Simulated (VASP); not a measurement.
Consider the following.

```
CELL_PARAMETERS angstrom
      1.80096    -3.16632     0.00000
      1.80096     3.16632     0.00000
      0.00000     0.00000     5.79471
ATOMIC_POSITIONS crystal
  Zr 0.00000 0.00000 0.00000
  S  0.33333 0.66667 0.25000
  S  0.68374 0.35040 0.75000
```

The numbers are results of PBE GGA, VASP's PBE PAW potentials (set 64) (plane waves; VASP), not measurements. Run with 400 eV cut-off, KSPACING 0.16 per Å, Gaussian smearing of 0.050 eV, potentials Zr_sv S.

**Question.** Give the force on each atom (eV/Å).

**Answer.** 
| atom | Fx | Fy | Fz |
|---|---|---|---|
| Zr1 | 0.124 | 0.020 | 0.032 |
| S2 | 0.178 | 0.059 | 0.204 |
| S3 | -0.303 | -0.080 | -0.236 |

**Question.** Give the stress tensor in GPa (positive for a compressed cell).

**Answer.** 
```
4.71  0.62  1.63
0.62  2.76  0.51
1.63  0.51  3.74
```
The pressure is its mean diagonal, 3.74 GPa.

The compound is ZrS2 in the 1T layered structure. The cell was not relaxed at this level, atoms are displaced from their ideal sites. The run is one of a series of settings (KGAMMA = .TRUE., KSPACING = 0.16, KPOINTS file removed against the base run), some of them coarse on purpose.
